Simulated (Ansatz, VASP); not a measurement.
**Cross-check of ZrCu (Cu50Zr50 metallic glass) between VASP and Ansatz**

Aim: how closely do two programs agree when they are given the same cell, functional and k mesh? The structure shown is the start of the Ansatz relaxation below; VASP solves that cell, so the two are compared at the walk's first step.

Main program and level: Ansatz 0.2.0; plane waves, with VASP 6.6.1 beside it; single point at PBE.

**1. Starting point**

The cell holds 48 atoms: 24 Cu and 24 Zr. Its edges and angles: a = 9.497 Å, b = 9.497 Å, c = 9.497 Å, α = 90.0°, β = 90.0°, γ = 90.0°. As first built, before any earlier steps moved the atoms (in the runner's words): 48 atoms (24 Cu, 24 Zr) placed at random at 7.2 g/cm^3, melted at 3000 K for 8 ps at fixed volume with the Finnis-Sinclair Cu-Zr potential (Mendelev, file CuZr_mm.eam.fs of the LAMMPS distribution). Quenched from 3000 K to 300 K at 60 K/ps and fixed volume, held 5 ps.

**2. Ansatz: relaxation, PBE**

Ansatz runs on its default PAW (the set named soft_2) files.

The two programs are compared at the cell with which this relaxation starts, whose forces are those of its first step.

The input, input.yaml:

```yaml
crystal:
  lattice:
    - [9.4974, 0.0, 0.0]
    - [0.0, 9.4974, 0.0]
    - [0.0, 0.0, 9.4974]
  atoms:
    - { symbol: Cu, position: [0.77811, 0.97284, 0.99033] }
    - { symbol: Cu, position: [0.41282, 0.95784, 0.25797] }
    - { symbol: Cu, position: [0.95847, 0.4963, 0.09365] }
    - { symbol: Cu, position: [0.85864, 0.4378, 0.81687] }
    - { symbol: Cu, position: [0.33184, 0.48525, 0.45735] }
    - { symbol: Cu, position: [0.27807, 0.8215, 0.07385] }
    - { symbol: Cu, position: [0.01001, 0.98587, 0.47897] }
    - { symbol: Cu, position: [0.53373, 0.87953, 0.94865] }
    - { symbol: Cu, position: [0.95187, 0.2856, 0.28786] }
    - { symbol: Cu, position: [0.13983, 0.33619, 0.8414] }
    - { symbol: Cu, position: [0.80888, 0.82186, 0.43306] }
    - { symbol: Cu, position: [0.13335, 0.23567, 0.44426] }
    - { symbol: Cu, position: [0.98176, 0.78528, 0.64753] }
    - { symbol: Cu, position: [0.33348, 0.55866, 0.70033] }
    - { symbol: Cu, position: [0.17414, 0.33778, 0.10669] }
    - { symbol: Cu, position: [0.68585, 0.29261, 0.33183] }
    - { symbol: Cu, position: [0.40385, 0.37942, 0.95492] }
    - { symbol: Cu, position: [0.04275, 0.92079, 0.96091] }
    - { symbol: Cu, position: [0.77423, 0.63836, 0.64781] }
    - { symbol: Cu, position: [0.27674, 0.02762, 0.49717] }
    - { symbol: Cu, position: [0.45597, 0.01671, 0.72517] }
    - { symbol: Cu, position: [0.55779, 0.52018, 0.33725] }
    - { symbol: Cu, position: [0.59475, 0.12474, 0.12585] }
    - { symbol: Cu, position: [0.11095, 0.50237, 0.31526] }
    - { symbol: Zr, position: [0.93785, 0.20593, 0.99932] }
    - { symbol: Zr, position: [0.86383, 0.22555, 0.57205] }
    - { symbol: Zr, position: [0.83592, 0.53967, 0.36444] }
    - { symbol: Zr, position: [0.60513, 0.43213, 0.61171] }
    - { symbol: Zr, position: [0.62397, 0.76646, 0.18883] }
    - { symbol: Zr, position: [0.53319, 0.62982, 0.86189] }
    - { symbol: Zr, position: [0.13533, 0.62011, 0.91028] }
    - { symbol: Zr, position: [0.32436, 0.10997, 0.98058] }
    - { symbol: Zr, position: [0.83399, 0.70005, 0.92602] }
    - { symbol: Zr, position: [0.21696, 0.75809, 0.42408] }
    - { symbol: Zr, position: [0.51814, 0.76296, 0.52823] }
    - { symbol: Zr, position: [0.33039, 0.27101, 0.66162] }
    - { symbol: Zr, position: [0.25637, 0.84005, 0.74921] }
    - { symbol: Zr, position: [0.80478, 0.03521, 0.26239] }
    - { symbol: Zr, position: [0.63435, 0.21815, 0.84802] }
    - { symbol: Zr, position: [0.1332, 0.05172, 0.2214] }
    - { symbol: Zr, position: [0.04939, 0.50223, 0.603] }
    - { symbol: Zr, position: [0.75362, 0.94975, 0.7032] }
    - { symbol: Zr, position: [0.34677, 0.57905, 0.16233] }
    - { symbol: Zr, position: [0.98635, 0.76213, 0.19548] }
    - { symbol: Zr, position: [0.39382, 0.26927, 0.28913] }
    - { symbol: Zr, position: [0.67073, 0.42446, 0.08543] }
    - { symbol: Zr, position: [0.07523, 0.07247, 0.73296] }
    - { symbol: Zr, position: [0.57659, 0.06596, 0.47392] }
kpoints:
  mp_grid: { grid: [1, 1, 1] }
hamiltonian:
  xc: pbe
scf:
  occupations: { method: fermi_dirac, width: 0.05 }
output:
  forces: true
  stress: true
relax:
  f_tol: 0.04
  max_steps: 90
  cell: { stress_tol: 0.1, fix: [alpha, beta, gamma] }
```

The run is started by

```
$ ansatz run input.yaml --threads 4 --pin off --max-ram 15360MiB --backend cpu --events-out ev --progress --plain --runs-dir out
```

Numbers of over 12 decimals in the logs are rounded to 6 here.

Output:

```text
The last accepted step is kept in <dir> (removed where the run ends without a failure and the disk answers)
Engine: ansatz 0.2.0, aarch64-unknown-linux-gnu
Pseudopotentials: kind: paw
Pseudopotential: Cu, paw, valence charge 19, recommended cutoff 420 eV (normal), Cu.paw.azcp
Pseudopotential: Zr, paw, valence charge 12, recommended cutoff 420 eV (normal), Zr.paw.azcp
Functional definition: PBE
  parameter kappa = 0.804
  parameter beta = 0.066725
  exchange = pbe_x(kappa = kappa, mu = beta*pi^2/3)
  correlation = pbe_c(beta = beta)
Crystal: 48 atoms, lattice volume = 856.671 Å³
Basis set: ecut = 420 eV, 16831 PW (Γ), exchange–correlation on 128×128×128 points (8 copies of the dense FFT grid, shifted against one another)
Bands: 447, of which v1, the nominal top of the filled ones, is band 372 counted from 1 (371 counted from 0)
Symmetry: 1 space group operations
Space group: P1 (ITA 1), of the structure as read, at distance tolerance 9.5e-5 Å
k-points: 1
Non-local potential: Cu, projectors of the file, l = 0: 3, l = 1: 2, l = 2: 3, l = 3: 1
Non-local potential: Zr, projectors of the file, l = 0: 3, l = 1: 2, l = 2: 2, l = 3: 2
PAW form: soft (Blöchl's): semilocal exchange-correlation on the pseudo side does not see the compensation charge
PAW one-centre angular grid: Cu, 590 points (default); XC on 64 Gauss nodes
PAW one-centre angular grid: Zr, 590 points (default); XC on 64 Gauss nodes
Initial density: superposition of atomic densities (neutral atoms: chi_scale 0, normalization atom), corrected by the library's trained network
Initial wavefunctions: pseudopotential atomic-orbital guess
Functional: x = pbe(κ = 0.804, μ = 0.219515), c = pbe(β = 0.066725)
SCF iter   1: F=—  HF=-259416.659854 eV  |F-HF|=—  |Δ(HF+E_count)|=         —  Δρ=8.36e-3  dr2=1.36e0  ethr=1.77e-3  ⟨swp⟩=5.0  Hψ=1359  notcnv=0  defer=28
preconditioner: auto → Kerker (q_TF=auto, 2.665 Å⁻¹)  [metal: Δε(μ)=0.042 eV  Ē_g=11.595 eV  σ=0.050 eV  W_gap=0.20  n_scr=256 (ndim 8)  ℏωp=28.5 eV  f_vac=0.000  D(μ)=47.32/eV (n_scr^D=460)]
SCF iter   2: F=—  HF=-259416.570574 eV  |F-HF|=—  |Δ(HF+E_count)|=   8.93e-2  Δρ=4.45e-3  dr2=3.89e-1  ethr=1.83e-4  ⟨swp⟩=1.0  Hψ=515  notcnv=0  defer=29
SCF iter   3: F=—  HF=-259416.535283 eV  |F-HF|=—  |Δ(HF+E_count)|=   3.53e-2  Δρ=2.54e-3  dr2=4.64e-2  ethr=5.23e-5  ⟨swp⟩=2.0  Hψ=482  notcnv=0  defer=29
SCF iter   4: F=—  HF=-259416.527852 eV  |F-HF|=—  |Δ(HF+E_count)|=   7.43e-3  Δρ=7.34e-4  dr2=5.84e-3  ethr=6.24e-6  ⟨swp⟩=2.0  Hψ=764  notcnv=0  defer=29
SCF iter   5: F=—  HF=-259416.527078 eV  |F-HF|=—  |Δ(HF+E_count)|=   7.73e-4  Δρ=1.69e-4  dr2=3.05e-4  ethr=7.85e-7  ⟨swp⟩=2.0  Hψ=591  notcnv=0  defer=29
SCF iter   6: F=—  HF=-259416.526935 eV  |F-HF|=—  |Δ(HF+E_count)|=   1.44e-4  Δρ=1.32e-4  dr2=1.03e-4  ethr=4.09e-8  ⟨swp⟩=2.0  Hψ=781  notcnv=0  defer=29
SCF iter   7: F=—  HF=-259416.526987 eV  |F-HF|=—  |Δ(HF+E_count)|=   5.18e-5  Δρ=3.45e-5  dr2=9.48e-6  ethr=1.39e-8  ⟨swp⟩=2.0  Hψ=778  notcnv=0  defer=29
SCF iter   8: F=—  HF=-259416.529283 eV  |F-HF|=—  |Δ(HF+E_count)|=   2.30e-3  Δρ=1.31e-5  dr2=1.75e-6  ethr=1.27e-9  ⟨swp⟩=2.0  Hψ=814  notcnv=0  defer=36
SCF iter   9: F=—  HF=-259416.529283 eV  |F-HF|=—  |Δ(HF+E_count)|=   1.33e-7  Δρ=5.99e-6  dr2=2.56e-7  ethr=2.36e-10  ⟨swp⟩=2.0  Hψ=780  notcnv=0  defer=36
SCF iter  10: F=-259416.529283 eV  HF=-259416.529283 eV  |F-HF|=1.15e-7  |Δ(HF+E_count)|=   3.87e-8  Δρ=3.56e-6  dr2=9.22e-8  ethr=1.34e-11  ⟨swp⟩=3.0  Hψ=1199  notcnv=0
SCF 1 converged in 10 iterations: F = -259416.529283 eV  dr2 = 9.22e-8
  greatest PAW one-centre occupation: 1.000 electrons in one spin orbital (limit 2), on the Cu atom at site 7 (counted from 0), in its partial waves of l = 0
relax step   1: F+E_penalty+E_count = -259416.52928297 eV  Δ(F+E_penalty+E_count) = +0.000e0 eV  max|allowed force component| = 1.226e0 eV/Å  Δτ_max = 0.0000 Å  P = -0.758 GPa  Ω = 856.671 Å³  fix = [alpha, beta, gamma]  reactions: alpha -0.085, beta -0.781, gamma -0.436 GPa/rad  (10 SCF iters, dr2 threshold 1.00e-7 eV, accepted)
Crystal: 48 atoms, lattice volume = 840.626 Å³
Basis set: ecut = 420 eV, 16423 PW (Γ), exchange–correlation on 128×128×128 points (8 copies of the dense FFT grid, shifted against one another)
Initial density: handed on by an earlier stage of this run
Initial wavefunctions: those handed on with the density
iter 1 solved again at ethr=1.46e-3 eV; its pass at ethr=3.10e-3 eV (dr2=1.09e1 eV) is discarded
SCF iter   1: F=—  HF=-259419.366000 eV  |F-HF|=—  |Δ(HF+E_count)|=         —  Δρ=2.19e-2  dr2=1.09e1  ethr=1.46e-3  ⟨swp⟩=2.0  Hψ=1844  notcnv=0
preconditioner: auto → Kerker (q_TF=auto, 2.673 Å⁻¹)  [metal: Δε(μ)=0.018 eV  Ē_g=11.588 eV  σ=0.050 eV  W_gap=0.09  n_scr=256 (ndim 8)  ℏωp=28.8 eV  f_vac=0.000  D(μ)=42.37/eV (n_scr^D=388)]
[...]
basis re-selected at this cell: Δ(F+E_penalty+E_count) = +4.166e-3 eV, ΔP = +0.005 GPa vs the last step (what re-selecting the basis moved, of the pressure what is left beyond the Pulay correction that the steps carried, after the strain that the cell walked since its last selection, with what the two solves' SCF thresholds leave and, on support functions, any second-order correction that the steps lacked; it is no m [...]
SCF converged after 6 iterations
Free energy (F): -259419.130091 eV
Harris-Foulkes:  -259419.130091 eV  (|F-HF|=1.80e-9)
Internal energy: -259418.793700 eV  (E = F + TS)
E sigma→0 (E₀):  -259418.961896 eV
Entropy (-TS):   -0.336391 eV (-7.008 meV/atom)
Fermi energy:    14.835598 eV
--- Per-component energies (eV) ---
  E_band       = -11772.127476
  E_kinetic    = 15181.045495
  E_local      = -138670.233568  (includes V_loc(G=0)·N_el)
  E_nonlocal   = 11154.596702
  E_hartree    = 60257.905155
  E_xc         = -6038.910118
  E_vxc        = -7368.709685  (∫ρ·V_xc dr)
  E_paw        = -110701.949384  (= ΣΔE_a)
  E_vpaw       = -12584.641936  (= ΣTr[D̂ρ^β])
  E_aug_tail   = 0.007389  (compensation charges beyond the density's cutoff)
  E_ewald      = -90601.255371
  E_smearing   = -0.336391  (= −TS)
  E_closure    = -0.000000  (closes the sum)
  Σ components = -259419.130091   (vs F -259419.130091, Δ=0.00e0)
--- Forces (eV/Å), atoms counted from 1 ---
  atom   1  Cu     0.00486141    -0.01501711    -0.00247252
  atom   2  Cu    -0.00474032    -0.00882664    -0.01459803
  atom   3  Cu    -0.00249798     0.00290139    -0.00720119
  atom   4  Cu    -0.00474304    -0.00071106     0.00857662
  atom   5  Cu    -0.00003161    -0.01822908    -0.00993962
  atom   6  Cu    -0.01491331     0.00322468     0.01682778
  atom   7  Cu     0.01200653    -0.01550168    -0.01443172
  atom   8  Cu    -0.00608572    -0.02102112     0.01445545
  atom   9  Cu     0.00913305     0.01214960     0.01277606
  atom  10  Cu     0.01690247    -0.01465979    -0.00879871
  atom  11  Cu    -0.00924349     0.00856661    -0.00723848
  atom  12  Cu     0.00049533    -0.00688325     0.00821995
  atom  13  Cu    -0.01099169    -0.00314632     0.00356025
  atom  14  Cu     0.00051292     0.01221247    -0.00631696
  atom  15  Cu     0.00040340     0.01539067    -0.00363465
  atom  16  Cu    -0.01365101    -0.00148019     0.00868199
  atom  17  Cu    -0.00232805     0.01690118    -0.02537990
  atom  18  Cu     0.00424807    -0.00050070    -0.00683319
  atom  19  Cu     0.00943315     0.00245220     0.01067376
  atom  20  Cu     0.01623424     0.01041985     0.00418515
  atom  21  Cu    -0.00304952     0.00770398    -0.00494299
  atom  22  Cu    -0.00589178    -0.01044598    -0.02249984
  atom  23  Cu     0.01416811    -0.00277674     0.00141422
  atom  24  Cu     0.00789926     0.00450166    -0.00901714
[...]
atom  41  Zr    -0.03120736     0.00668283     0.01613075
  atom  42  Zr    -0.01349318    -0.00789639    -0.02012405
  atom  43  Zr     0.01201872    -0.00458895     0.02042863
  atom  44  Zr    -0.01216892    -0.00051891     0.01507578
  atom  45  Zr    -0.00179513     0.03202116     0.00750889
  atom  46  Zr    -0.01505189     0.02162721     0.00295509
  atom  47  Zr     0.00449898     0.00245703     0.01554412
  atom  48  Zr    -0.01317499     0.02559339    -0.01911075
  max |Σ_I F_I| component: 3.44e-6 eV/Å
--- Stress (GPa, compression-positive) ---
       -0.025632       0.038545       0.776538
        0.038545      -0.067293       0.438448
        0.776538       0.438448      -0.090418
  P = ⅓ Tr σ = -0.0611 GPa (-0.611 kbar)
--- Relaxed structure (11 steps of the walk, 9 accepted, 1 SCFs on fresh bases) ---
  F+E_penalty+E_count = -259419.13009131 eV   max|allowed force component| = 3.783e-2 eV/Å   (the final SCF, on the basis selected at the relaxed cell)
  cell:  # Å, volume = 845.2462 Å³
    - [9.513788, 0, 0]
    - [0, 9.508552, 0]
    - [0, 0, 9.343624]
  atoms:
    - { symbol: Cu, position: [0.774254, 0.954638, 1.004422] }
    - { symbol: Cu, position: [0.418504, 0.939393, 0.259115] }
    - { symbol: Cu, position: [0.932721, 0.484826, 0.095114] }
    - { symbol: Cu, position: [0.839077, 0.408673, 0.825059] }
    - { symbol: Cu, position: [0.326904, 0.490266, 0.458675] }
    - { symbol: Cu, position: [0.259784, 0.845017, 0.062028] }
    - { symbol: Cu, position: [0.018453, 0.934607, 0.478954] }
    - { symbol: Cu, position: [0.511239, 0.922534, 0.982095] }
    - { symbol: Cu, position: [0.964701, 0.292107, 0.274680] }
    - { symbol: Cu, position: [0.120745, 0.343526, 0.837636] }
    - { symbol: Cu, position: [0.792702, 0.806889, 0.444996] }
    - { symbol: Cu, position: [0.147470, 0.273702, 0.464296] }
    - { symbol: Cu, position: [0.992644, 0.773943, 0.682238] }
    - { symbol: Cu, position: [0.331131, 0.551249, 0.707688] }
    - { symbol: Cu, position: [0.178333, 0.350790, 0.103208] }
    - { symbol: Cu, position: [0.696211, 0.289779, 0.319844] }
    - { symbol: Cu, position: [0.384509, 0.403150, 0.934721] }
    - { symbol: Cu, position: [0.040256, 0.925177, 0.931061] }
    - { symbol: Cu, position: [0.764334, 0.633414, 0.646278] }
    - { symbol: Cu, position: [0.295089, 0.023867, 0.494061] }
    - { symbol: Cu, position: [0.473946, -0.014880, 0.724795] }
    - { symbol: Cu, position: [0.557739, 0.514011, 0.333121] }
    - { symbol: Cu, position: [0.596603, 0.118953, 0.139253] }
    - { symbol: Cu, position: [0.113967, 0.508313, 0.304134] }
    - { symbol: Zr, position: [0.935626, 0.194023, 1.001684] }
    - { symbol: Zr, position: [0.856864, 0.243939, 0.564764] }
    - { symbol: Zr, position: [0.834145, 0.540255, 0.371812] }
    - { symbol: Zr, position: [0.598342, 0.407147, 0.604203] }
    - { symbol: Zr, position: [0.646115, 0.767451, 0.189914] }
    - { symbol: Zr, position: [0.534750, 0.670028, 0.860006] }
    - { symbol: Zr, position: [0.142815, 0.610182, 0.933268] }
    - { symbol: Zr, position: [0.300305, 0.119031, 0.967067] }
    - { symbol: Zr, position: [0.842040, 0.689775, 0.916640] }
    - { symbol: Zr, position: [0.220029, 0.759033, 0.398210] }
    - { symbol: Zr, position: [0.507189, 0.736499, 0.522497] }
    - { symbol: Zr, position: [0.352182, 0.256435, 0.673871] }
    - { symbol: Zr, position: [0.254142, 0.832146, 0.736464] }
    - { symbol: Zr, position: [0.828070, 0.041591, 0.289169] }
    - { symbol: Zr, position: [0.626216, 0.187940, 0.860288] }
    - { symbol: Zr, position: [0.148690, 0.061848, 0.241358] }
    - { symbol: Zr, position: [0.054404, 0.516873, 0.612047] }
    - { symbol: Zr, position: [0.767671, 0.937607, 0.701758] }
    - { symbol: Zr, position: [0.365838, 0.601266, 0.155766] }
    - { symbol: Zr, position: [0.986492, 0.785750, 0.194772] }
    - { symbol: Zr, position: [0.402639, 0.272150, 0.289005] }
    - { symbol: Zr, position: [0.640894, 0.438780, 0.061093] }
    - { symbol: Zr, position: [0.077930, 0.098340, 0.698550] }
    - { symbol: Zr, position: [0.573436, 0.070938, 0.478779] }
```

(Part 1 of 2 ends here.)

[Lines on the potential files, build, host, timing and source positions are cut from VASP's logs without a mark.]

[Logs are printed without paths, hosts, clocks, repeated set-up lines and the standing remarks that a program may print on its own settings, such as how far it seeks lower states.]

[Hosts, paths, dates, database ids (printed as entryN), source tags and the programs' standing remarks are cut or masked in the printed files.]
